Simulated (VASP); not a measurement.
Consider the following.

```
CELL_PARAMETERS angstrom
      0.00000     2.55454     2.55454
      2.55454     0.00000     2.55454
      2.55454     2.55454     0.00000
ATOMIC_POSITIONS crystal
  Cd 0.00000 0.00000 0.00000
  F  0.25000 0.25000 0.25000
  F  0.75000 0.75000 0.75000
```

Level of theory: LDA (Ceperley-Alder, Perdew-Zunger), VASP's LDA PAW potentials (set 64) (plane waves; VASP). Numerical set-up: 620 eV cut-off, 8×8×8 Γ-centred mesh, Gaussian smearing of 0.050 eV, potentials Cd F.

Energy and stress use the plane-wave basis of the starting cell.

### Question
The ions, cell shape and volume at an external pressure of 30.0 GPa are relaxed. What does this cell relax into?

### Answer

```
CELL_PARAMETERS angstrom
      0.00000     2.51946     2.51946
      2.51946     0.00000     2.51946
      2.51946     2.51946     0.00000
ATOMIC_POSITIONS crystal
  Cd 0.00000 0.00000 0.00000
  F  0.25000 0.25000 0.25000
  F  0.75000 0.75000 0.75000
```
Space group Fm-3m (225), at a tolerance of 0.03 Å.

### Question
How do energy and volume change from the first to the last step?

### Answer
The energy (σ→0) changes by +69.6 meV/atom and the volume by -4.1 %, in 3 ionic steps.

The compound is CdF2 in the fluorite structure. This run relaxes it under an external pressure of 30 GPa. Symmetry was kept, so distortions that lower it aren't found.
